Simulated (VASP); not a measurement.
# Band gap of Cs2AgBiBr6 at several levels of theory, part 2 of 4

How does the band gap of Cs2AgBiBr6 depend on the functional? The starting structure is a cell with measured lattice constants from the literature and the atomic positions of a computed structure of the Materials Project. The atoms were first relaxed with LDA in that cell, in a run that isn't shown, and the relaxed structure is the one below. Meshes and data sets differ where the inputs say so.

VASP 6.6.1.

Results so far: LDA 1.065 eV; PBE 1.213 eV.

## Step 4: Bands with r2SCAN

Level of this step: r2SCAN; plane waves and PAW (Bi_d, Cs_sv, Ag, Br) (VASP).

r2SCAN adds the kinetic-energy density, costs more than a GGA and is run with LASPH.

INCAR

```
SYSTEM = Cs2AgBiBr6
PREC = Accurate
ENCUT = 350
EDIFF = 1E-06
NELM = 100
ISMEAR = 0
SIGMA = 0.03
LREAL = .FALSE.
ALGO = Normal
METAGGA = R2SCAN
LASPH = .TRUE.
NBANDS = 67
LORBIT = 11
LWAVE = .FALSE.
LCHARG = .FALSE.
KPAR = 8
NCORE = 2
```

POSCAR

```
Cs2AgBiBr6
1.0
    0.0000000000      5.6333000000      5.6333000000
    5.6333000000      0.0000000000      5.6333000000
    5.6333000000      5.6333000000      0.0000000000
Bi Cs Ag Br
1 2 1 6
Direct
    0.0000000000      0.0000000000      0.0000000000
    0.2500000000      0.2500000000      0.2500000000
    0.7500000000      0.7500000000      0.7500000000
    0.5000000000      0.5000000000      0.5000000000
    0.7461344694      0.7461344694      0.2538655306
    0.7461344694      0.2538655306      0.7461344694
    0.2538655306      0.7461344694      0.2538655306
    0.2538655306      0.7461344694      0.7461344694
    0.2538655306      0.2538655306      0.7461344694
    0.7461344694      0.2538655306      0.2538655306
```

KPOINTS

```
Automatic mesh
0
Gamma
4 4 4
0 0 0
```

KPOINTS_OPT

```
Line mode
8
Line-mode
Reciprocal
  0.00000000   0.00000000   0.00000000 GAMMA
  0.50000000   0.00000000   0.50000000 X

  0.50000000   0.00000000   0.50000000 X
  0.50000000   0.25000000   0.75000000 W

  0.50000000   0.25000000   0.75000000 W
  0.37500000   0.37500000   0.75000000 K

  0.37500000   0.37500000   0.75000000 K
  0.00000000   0.00000000   0.00000000 GAMMA

  0.00000000   0.00000000   0.00000000 GAMMA
  0.50000000   0.50000000   0.50000000 L

  0.50000000   0.50000000   0.50000000 L
  0.62500000   0.25000000   0.62500000 U

  0.62500000   0.25000000   0.62500000 U
  0.50000000   0.25000000   0.75000000 W

  0.50000000   0.25000000   0.75000000 W
  0.50000000   0.50000000   0.50000000 L

  0.50000000   0.50000000   0.50000000 L
  0.37500000   0.37500000   0.75000000 K

  0.62500000   0.25000000   0.62500000 U
  0.50000000   0.00000000   0.50000000 X
```

PAW data sets: Bi_d, Cs_sv, Ag and Br (PBE family, release 64).

On the command line:

```
$ mpirun -np 16 vasp_std
```

What it wrote:

```text
[banner, memory and clock lines left out]
running   16 mpi-ranks, on    1 nodes
[...]
|                                                                             |
|               ----> ADVICE to this user running VASP <----                  |
|                                                                             |
|     You enforced a specific xc type in the INCAR file but a different       |
|     [... a line on the potential file left out ...]
|     I HOPE YOU KNOW WHAT YOU ARE DOING!                                     |
|                                                                             |

 LDA part: xc-table for (None), standard interpolation
 POSCAR, INCAR and KPOINTS ok, starting setup
[...]
entering main loop
       N       E                     dE             d eps       ncg     rms          rms(c)
DAV:   1     0.374580937362E+03    0.37458E+03   -0.29617E+04  1120   0.846E+02
DAV:   2    -0.182236126563E+03   -0.55682E+03   -0.53034E+03  1309   0.224E+02
[...]
1 F= -.22248988E+03 E0= -.22248988E+03  d E =-.586039E-15
 Start KPOINTS_OPT (optional k-point list driver)
k-point batch [1-8\80]
       N       E                     dE             ncg
DAV:   1    -0.194019243791E+03   -0.57508E+04     1128
DAV:   2    -0.464674049612E+04   -0.44527E+04     1298
DAV:   3    -0.510865906246E+04   -0.46192E+03     1280
DAV:   4    -0.511987418653E+04   -0.11215E+02     1272
DAV:   5    -0.512018901791E+04   -0.31483E+00     1584
DAV:   6    -0.512019346665E+04   -0.44487E-02     1285
DAV:   7    -0.512019376284E+04   -0.29618E-03     1648
DAV:   8    -0.512019376556E+04   -0.27224E-05     1050
DAV:   9    -0.512019376578E+04   -0.21948E-06      848
[...]
k-point batch [73-80\80]
       N       E                     dE             ncg
DAV:   1    -0.149163393559E+03   -0.10579E+05     1104
DAV:   2    -0.465856917265E+04   -0.45094E+04     1285
DAV:   3    -0.512116310578E+04   -0.46259E+03     1336
DAV:   4    -0.513269842586E+04   -0.11535E+02     1352
DAV:   5    -0.513301147334E+04   -0.31305E+00     1576
DAV:   6    -0.513301689974E+04   -0.54264E-02     1424
DAV:   7    -0.513301718511E+04   -0.28537E-03     1640
DAV:   8    -0.513301718678E+04   -0.16724E-05     1240
DAV:   9    -0.513301718683E+04   -0.54497E-07      936
```

Wall time 2.3 min (16 MPI ranks of Intel Xeon 6975P-C (Granite Rapids), shared host); peak memory 5.9 GiB; 35 min of CPU time.

OUTCAR, selected parts (step 4):

```text
  Total        0.6340888      0.6340888      0.6340888      0.0000000     -0.0000000      0.0000000
  in kB        2.8414632      2.8414632      2.8414632      0.0000000     -0.0000000      0.0000000
  external PRESSURE =       2.8414632 kB  Pullay stress =       0.0000000 kB

 POSITION                                       TOTAL-FORCE (eV/Angst)
 -----------------------------------------------------------------------------------
      0.00000      0.00000      0.00000        -0.000000     -0.000000      0.000000
      2.81665      2.81665      2.81665        -0.000000     -0.000000      0.000000
      8.44995      8.44995      8.44995        -0.000000     -0.000000      0.000000
      5.63330      5.63330      5.63330        -0.000000     -0.000000     -0.000000
      5.63330      5.63330      8.40640        -0.000000     -0.000000      0.145633
      5.63330      8.40640      5.63330        -0.000000      0.145633      0.000000
      5.63330      2.86020      5.63330        -0.000000     -0.145633      0.000000
      8.40640      5.63330      5.63330         0.145633     -0.000000      0.000000
      5.63330      5.63330      2.86020        -0.000000     -0.000000     -0.145633
      2.86020      5.63330      5.63330        -0.145633     -0.000000      0.000000
 -----------------------------------------------------------------------------------
    total drift:                                0.000000     -0.000000     -0.000000

  FREE ENERGIE OF THE ION-ELECTRON SYSTEM (eV)
  ---------------------------------------------------
  free  energy   TOTEN  =      -222.4898816361 eV

  energy  without entropy=     -222.4898816361  energy(sigma->0) =     -222.48988164

[... 2 parts as in an earlier step ...]

[... 1 further part left out ...]
[key lines of the parts left out:]
E-fermi :   1.2497
```

r2SCAN gives a least gap of 1.574 eV, and a least direct gap of 2.648 eV. The least gap is +0.509 eV from that of LDA.

## Step 5: Bands with TB-mBJ

TB-mBJ is a local potential fitted to gaps: it costs far less than a hybrid but gives no energy. Its energies, forces and stress mean nothing.

INCAR: that of step 4 with these lines changed.

```diff
@@ -4,3 +4,3 @@
 EDIFF = 1E-06
-NELM = 100
+NELM = 150
 ISMEAR = 0
@@ -9,3 +9,3 @@
 ALGO = Normal
-METAGGA = R2SCAN
+METAGGA = MBJ
 LASPH = .TRUE.
```

POSCAR is that of step 4.

KPOINTS is that of step 4.

KPOINTS_OPT is that of step 4.

On the command line:

```
$ mpirun -np 16 vasp_std
```

What it wrote:

```text
[banner, memory and clock lines left out]
running   16 mpi-ranks, on    1 nodes
[...]
[... a notice as in an earlier step ...]

 LDA part: xc-table for (None), standard interpolation
 POSCAR, INCAR and KPOINTS ok, starting setup
[...]
entering main loop
       N       E                     dE             d eps       ncg     rms          rms(c)
DAV:   1     0.359599857248E+04    0.35960E+04   -0.29095E+04  1120   0.829E+02
DAV:   2     0.304760125943E+04   -0.54840E+03   -0.52380E+03  1314   0.219E+02
DAV:   3     0.299133232959E+04   -0.56269E+02   -0.55830E+02  1320   0.838E+01
DAV:   4     0.298999948507E+04   -0.13328E+01   -0.13301E+01  1280   0.159E+01
[...]
DAV:   8     0.298888699854E+04    0.60049E+00   -0.92744E-01  1175   0.456E+00    0.249E+01
DAV:   9     0.299224527994E+04    0.33583E+01   -0.63253E+00  1226   0.164E+01    0.201E+01
DAV:  10     0.299270617792E+04    0.46090E+00   -0.12655E+00  1240   0.369E+00    0.199E+01
[... 130 further cycles ...]
[...]
|     density mixing parameters otherwise.                                    |
|                                                                             |

   1 F= 0.32815114E+04 E0= 0.32815137E+04  d E =-.457260E-02
 Start KPOINTS_OPT (optional k-point list driver)
k-point batch [1-8\80]
       N       E                     dE             ncg
DAV:   1    -0.246539689682E+05   -0.30211E+05     2144
DAV:   2    -0.385139177894E+05   -0.13860E+05     2016
DAV:   3    -0.417957808724E+05   -0.32819E+04     2120
DAV:   4    -0.430546447469E+05   -0.12589E+04     2120
[...]
DAV:  57    -0.438762145550E+05   -0.21426E-05     1200
DAV:  58    -0.438762145564E+05   -0.13906E-05     1184
DAV:  59    -0.438762145573E+05   -0.92074E-06     1184
[...]
k-point batch [73-80\80]
       N       E                     dE             ncg
DAV:   1    -0.246898729223E+05   -0.35119E+05     2136
DAV:   2    -0.385968863069E+05   -0.13907E+05     2016
DAV:   3    -0.418398454557E+05   -0.32430E+04     2104
DAV:   4    -0.430911838303E+05   -0.12513E+04     2136
[...]
DAV:  57    -0.439304294918E+05   -0.16758E-05     1205
DAV:  58    -0.439304294929E+05   -0.10718E-05     1184
DAV:  59    -0.439304294936E+05   -0.70482E-06     1181
```

It took 8.8 min on 16 MPI ranks; peak memory 6.4 GiB.

OUTCAR, selected parts (step 5):

```text
  Total     1467.6805398   1467.6805398   1467.6805398     -0.0000000      0.0000000     -0.0000000
  in kB     6576.9339793   6576.9339793   6576.9339793     -0.0000000      0.0000000     -0.0000000
  external PRESSURE =    6576.9339793 kB  Pullay stress =       0.0000000 kB

 POSITION                                       TOTAL-FORCE (eV/Angst)
 -----------------------------------------------------------------------------------
      0.00000      0.00000      0.00000         0.000000     -0.000000     -0.000000
      2.81665      2.81665      2.81665        -0.000000     -0.000000     -0.000000
      8.44995      8.44995      8.44995        -0.000000      0.000000     -0.000000
      5.63330      5.63330      5.63330         0.000000     -0.000000     -0.000000
      5.63330      5.63330      8.40640         0.000000      0.000000    126.159058
      5.63330      8.40640      5.63330         0.000000    126.159058     -0.000000
      5.63330      2.86020      5.63330         0.000000   -126.159058     -0.000000
      8.40640      5.63330      5.63330       126.159058      0.000000     -0.000000
      5.63330      5.63330      2.86020         0.000000      0.000000   -126.159058
      2.86020      5.63330      5.63330      -126.159058      0.000000     -0.000000
 -----------------------------------------------------------------------------------
    total drift:                                0.000000     -0.000000      0.000000

  FREE ENERGIE OF THE ION-ELECTRON SYSTEM (eV)
  ---------------------------------------------------
  free  energy   TOTEN  =      3281.5114090478 eV

  energy  without entropy=     3281.5159816486  energy(sigma->0) =     3281.51369535

[... 2 parts as in an earlier step ...]

[... 1 further part left out ...]
[key lines of the parts left out:]
E-fermi :  20.8383
```

The log as kept lacks single lines of electronic cycles.

The electronic loop didn't reach EDIFF within its 150 cycles (NELM).

## Step 6: Bands with LDA+U (Ag d 5 eV)

The U is chosen by hand, not computed for this crystal, and pushes the named shell towards whole occupations.

INCAR

```
SYSTEM = Cs2AgBiBr6
PREC = Accurate
ENCUT = 350
EDIFF = 1E-06
NELM = 100
ISMEAR = 0
SIGMA = 0.03
LREAL = .FALSE.
ALGO = Normal
GGA = CA
NBANDS = 67
LDAU = .TRUE.
LDAUTYPE = 2
LDAUL = -1 -1 2 -1
LDAUU = 0 0 5 0
LDAUJ = 0 0 0 0
LDAUPRINT = 1
LASPH = .TRUE.
LMAXMIX = 4
LORBIT = 11
LWAVE = .FALSE.
LCHARG = .FALSE.
KPAR = 8
NCORE = 2
```

POSCAR is that of step 5.

KPOINTS is that of step 5.

KPOINTS_OPT is that of step 5.

PAW data sets: Bi_d, Cs_sv, Ag and Br (LDA family, release 64).

On the command line:

```
$ mpirun -np 16 vasp_std
```

What it wrote:

```text
[... set-up lines as in an earlier step ...]
 entering main loop
       N       E                     dE             d eps       ncg     rms          rms(c)
DAV:   1     0.567422073432E+03    0.56742E+03   -0.29202E+04  1120   0.828E+02
DAV:   2     0.225856543271E+02   -0.54484E+03   -0.52097E+03  1330   0.220E+02
DAV:   3    -0.326397461243E+02   -0.55225E+02   -0.54840E+02  1304   0.828E+01
DAV:   4    -0.340526089742E+02   -0.14129E+01   -0.14102E+01  1312   0.163E+01
[...]
DAV:  11    -0.328417654619E+02   -0.48119E-04   -0.22996E-04  1336   0.586E-02    0.259E-02
DAV:  12    -0.328417490189E+02    0.16443E-04   -0.58152E-05  1341   0.360E-02    0.103E-02
DAV:  13    -0.328417494539E+02   -0.43504E-06   -0.71065E-06  1288   0.992E-03
   1 F= -.32841749E+02 E0= -.32841749E+02  d E =-.250669E-25
 Start KPOINTS_OPT (optional k-point list driver)
k-point batch [1-8\80]
       N       E                     dE             ncg
DAV:   1    -0.277211590553E+03   -0.58339E+04     1128
DAV:   2    -0.450856196050E+04   -0.42314E+04     1290
DAV:   3    -0.495435734076E+04   -0.44580E+03     1280
DAV:   4    -0.496587375813E+04   -0.11516E+02     1285
DAV:   5    -0.496618026539E+04   -0.30651E+00     1536
DAV:   6    -0.496618632778E+04   -0.60624E-02     1304
DAV:   7    -0.496618675939E+04   -0.43161E-03     1632
DAV:   8    -0.496618676282E+04   -0.34223E-05     1136
DAV:   9    -0.496618676299E+04   -0.17456E-06      856
[...]
k-point batch [73-80\80]
       N       E                     dE             ncg
DAV:   1    -0.232992523481E+03   -0.10663E+05     1112
DAV:   2    -0.452480310225E+04   -0.42918E+04     1293
DAV:   3    -0.496930835648E+04   -0.44451E+03     1344
DAV:   4    -0.498090157148E+04   -0.11593E+02     1336
DAV:   5    -0.498121589922E+04   -0.31433E+00     1533
DAV:   6    -0.498122162166E+04   -0.57224E-02     1400
DAV:   7    -0.498122198067E+04   -0.35901E-03     1648
DAV:   8    -0.498122198655E+04   -0.58819E-05     1184
DAV:   9    -0.498122198683E+04   -0.27392E-06      960
```

Run time: 53 s. Hardware: 16 MPI ranks; peak memory 4.9 GiB; 14 min of CPU time.

Parts of OUTCAR (step 6):

```text
  Total       -4.7862257     -4.7862257     -4.7862257      0.0000000      0.0000000      0.0000000
  in kB      -21.4479169    -21.4479169    -21.4479169      0.0000000      0.0000000      0.0000000
  external PRESSURE =     -21.4479169 kB  Pullay stress =       0.0000000 kB

 POSITION                                       TOTAL-FORCE (eV/Angst)
 -----------------------------------------------------------------------------------
      0.00000      0.00000      0.00000         0.000000      0.000000     -0.000000
      2.81665      2.81665      2.81665         0.000000     -0.000000      0.000000
      8.44995      8.44995      8.44995        -0.000000     -0.000000      0.000000
      5.63330      5.63330      5.63330         0.000000      0.000000      0.000000
      5.63330      5.63330      8.40640         0.000000      0.000000      0.032434
      5.63330      8.40640      5.63330         0.000000      0.032434      0.000000
      5.63330      2.86020      5.63330         0.000000     -0.032434      0.000000
      8.40640      5.63330      5.63330         0.032434      0.000000      0.000000
      5.63330      5.63330      2.86020         0.000000      0.000000     -0.032434
      2.86020      5.63330      5.63330        -0.032434      0.000000      0.000000
 -----------------------------------------------------------------------------------
    total drift:                                0.000000     -0.000000     -0.000000

  FREE ENERGIE OF THE ION-ELECTRON SYSTEM (eV)
  ---------------------------------------------------
  free  energy   TOTEN  =       -32.8417494539 eV

  energy  without entropy=      -32.8417494539  energy(sigma->0) =      -32.84174945

[... 2 parts as in an earlier step ...]

[... 1 further part left out ...]
[key lines of the parts left out:]
E-fermi :   1.0578
```

LDA+U (Ag d 5 eV) gives a least gap of 1.454 eV, and a least direct gap of 2.410 eV. The least gap is +0.389 eV from that of LDA.

## Step 7: Bands with r2SCAN+U (Ag d 2.5 eV)

INCAR: that of step 6 with these lines changed.

```diff
@@ -9,3 +9,4 @@
 ALGO = Normal
-GGA = CA
+METAGGA = R2SCAN
+LASPH = .TRUE.
 NBANDS = 67
@@ -14,6 +15,5 @@
 LDAUL = -1 -1 2 -1
-LDAUU = 0 0 5 0
+LDAUU = 0 0 2.5 0
 LDAUJ = 0 0 0 0
 LDAUPRINT = 1
-LASPH = .TRUE.
 LMAXMIX = 4
```

POSCAR is that of step 6.

KPOINTS is that of step 6.

KPOINTS_OPT is that of step 6.

Potentials, in the order of the species: Bi_d, Cs_sv, Ag and Br (PBE family, release 64).

On the command line:

```
$ mpirun -np 16 vasp_std
```

What it wrote:

```text
[... set-up lines as in an earlier step ...]
 entering main loop
       N       E                     dE             d eps       ncg     rms          rms(c)
DAV:   1     0.376809225705E+03    0.37681E+03   -0.29691E+04  1120   0.846E+02
DAV:   2    -0.183074394925E+03   -0.55988E+03   -0.53441E+03  1314   0.225E+02
DAV:   3    -0.240691551236E+03   -0.57617E+02   -0.57193E+02  1304   0.857E+01
DAV:   4    -0.242133782185E+03   -0.14422E+01   -0.14391E+01  1288   0.167E+01
[...]
DAV:  12    -0.221809706788E+03   -0.58587E-04   -0.56668E-05  1333   0.282E-02    0.116E-02
DAV:  13    -0.221809718977E+03   -0.12188E-04   -0.11998E-05  1272   0.169E-02    0.547E-03
DAV:  14    -0.221809719002E+03   -0.25535E-07   -0.20222E-06  1136   0.668E-03
   1 F= -.22180972E+03 E0= -.22180972E+03  d E =-.581752E-24
 Start KPOINTS_OPT (optional k-point list driver)
k-point batch [1-8\80]
       N       E                     dE             ncg
DAV:   1    -0.250762475606E+03   -0.58075E+04     1128
DAV:   2    -0.471273871971E+04   -0.44620E+04     1298
DAV:   3    -0.517420184631E+04   -0.46146E+03     1280
DAV:   4    -0.518535023685E+04   -0.11148E+02     1272
DAV:   5    -0.518566387194E+04   -0.31364E+00     1608
DAV:   6    -0.518566782884E+04   -0.39569E-02     1280
DAV:   7    -0.518566807357E+04   -0.24473E-03     1664
DAV:   8    -0.518566807623E+04   -0.26609E-05     1040
DAV:   9    -0.518566807629E+04   -0.59164E-07      856
[...]
k-point batch [73-80\80]
       N       E                     dE             ncg
DAV:   1    -0.205882866830E+03   -0.10635E+05     1104
DAV:   2    -0.472916454005E+04   -0.45233E+04     1293
DAV:   3    -0.518713047612E+04   -0.45797E+03     1328
DAV:   4    -0.519834639862E+04   -0.11216E+02     1344
DAV:   5    -0.519865143012E+04   -0.30503E+00     1576
DAV:   6    -0.519865657495E+04   -0.51448E-02     1416
DAV:   7    -0.519865686688E+04   -0.29193E-03     1664
DAV:   8    -0.519865686827E+04   -0.13885E-05     1192
DAV:   9    -0.519865686833E+04   -0.60773E-07      976
```

Run time: 2.2 min. Hardware: 16 MPI ranks; peak memory 6 GiB.

OUTCAR, selected parts (step 7):

```text
  Total        0.5649617      0.5649617      0.5649617     -0.0000000     -0.0000000     -0.0000000
  in kB        2.5316926      2.5316926      2.5316926     -0.0000000     -0.0000000     -0.0000000
  external PRESSURE =       2.5316926 kB  Pullay stress =       0.0000000 kB

 POSITION                                       TOTAL-FORCE (eV/Angst)
 -----------------------------------------------------------------------------------
      0.00000      0.00000      0.00000         0.000000     -0.000000      0.000000
      2.81665      2.81665      2.81665        -0.000000     -0.000000      0.000000
      8.44995      8.44995      8.44995         0.000000     -0.000000      0.000000
      5.63330      5.63330      5.63330         0.000000     -0.000000      0.000000
      5.63330      5.63330      8.40640         0.000000     -0.000000      0.172667
      5.63330      8.40640      5.63330         0.000000      0.172667      0.000000
      5.63330      2.86020      5.63330         0.000000     -0.172667      0.000000
      8.40640      5.63330      5.63330         0.172667     -0.000000      0.000000
      5.63330      5.63330      2.86020         0.000000     -0.000000     -0.172667
      2.86020      5.63330      5.63330        -0.172667     -0.000000      0.000000
 -----------------------------------------------------------------------------------
    total drift:                                0.000000     -0.000000     -0.000000

  FREE ENERGIE OF THE ION-ELECTRON SYSTEM (eV)
  ---------------------------------------------------
  free  energy   TOTEN  =      -221.8097190023 eV

  energy  without entropy=     -221.8097190023  energy(sigma->0) =     -221.80971900

[... 2 parts as in an earlier step ...]

[... 1 further part left out ...]
[key lines of the parts left out:]
E-fermi :   1.0940
```

The log as kept lacks single lines of electronic cycles.

r2SCAN+U (Ag d 2.5 eV) gives a least gap of 1.810 eV, and a least direct gap of 2.838 eV. The least gap is +0.745 eV from that of LDA.

(Continued in part 3 of 4.)

[Lines on the potential files, build, host, timing and source positions are cut from VASP's logs without a mark.]

[Logs are printed without paths, hosts, clocks, repeated set-up lines and the standing remarks that a program may print on its own settings, such as how far it seeks lower states.]

[Hosts, paths, dates, database ids (printed as entryN), source tags and the programs' standing remarks are cut or masked in the printed files.]
